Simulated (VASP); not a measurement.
Input for VASP

### INCAR
```
SYSTEM=Ga
PREC=Accurate; ENCUT=500; LREAL=.FALSE.
LASPH=.TRUE.
EDIFF=1E-6; NELM=100; ALGO=Normal
LMAXMIX=4
ISMEAR=1; SIGMA=0.1
IBRION=2; NSW=40; ISIF=3
EDIFFG=-0.02; PSTRESS=100
LWAVE=.FALSE.; LCHARG=.FALSE.
```

### POSCAR
```
Ga
1.0
  2.1155235742  -3.6246281545   0.0000000000
  2.1155235742   3.6246281545   0.0000000000
  0.0000000000   0.0000000000   4.2818274657
Ga
4
Direct
  0.1548038113   0.8451961887   0.9149296640
  0.3451961887   0.6548038113   0.4149296640
  0.6548038113   0.3451961887   0.5850703360
  0.8451961887   0.1548038113   0.0850703360
```

**KPOINTS**
```
Automatic mesh
0
Gamma
8 8 7
0 0 0
```

POTCAR, in this order: Ga_d (LDA.64 set). Program: vasp_std.

Task: Translate this LDA calculation to Quantum ESPRESSO's pw.x.

Result: One equivalent input (not run):
```
&CONTROL
  calculation = 'vc-relax'
  pseudo_dir = './pseudo'
  outdir = './out'
  tprnfor = .true.
  tstress = .true.
  nstep = 40
  forc_conv_thr = 0.00078
/
&SYSTEM
  ibrav = 0
  nat = 4
  ntyp = 1
  ecutwfc = 80
  occupations = 'smearing'
  smearing = 'methfessel-paxton'
  degauss = 0.00735
  input_dft = 'pz'
/
&ELECTRONS
  conv_thr = 7.3e-08
  electron_maxstep = 100
/
&IONS
/
&CELL
  press = 100
/
ATOMIC_SPECIES
  Ga 69.723 Ga.upf
CELL_PARAMETERS angstrom
     2.1155236   -3.6246282    0.0000000
     2.1155236    3.6246282   -0.0000000
     0.0000000    0.0000000    4.2818275
ATOMIC_POSITIONS crystal
  Ga   0.1548038  0.8451962  0.9149297
  Ga   0.3451962  0.6548038  0.4149297
  Ga   0.6548038  0.3451962  0.5850703
  Ga   0.8451962  0.1548038  0.0850703
K_POINTS automatic
  8 8 7 0 0 0
```
What does not carry over: the potentials are each code's own (VASP's PAW set, PseudoDojo norm-conserving files in pw.x), so ENCUT and ecutwfc are chosen apart and not converted; conv_thr bounds pw.x's estimated SCF error, while EDIFF bounds the energy change between steps; forc_conv_thr acts on force components and is met together with etot_conv_thr.

The compound is Ga in the alpha structure. It was relaxed first under an external pressure of 10 GPa.
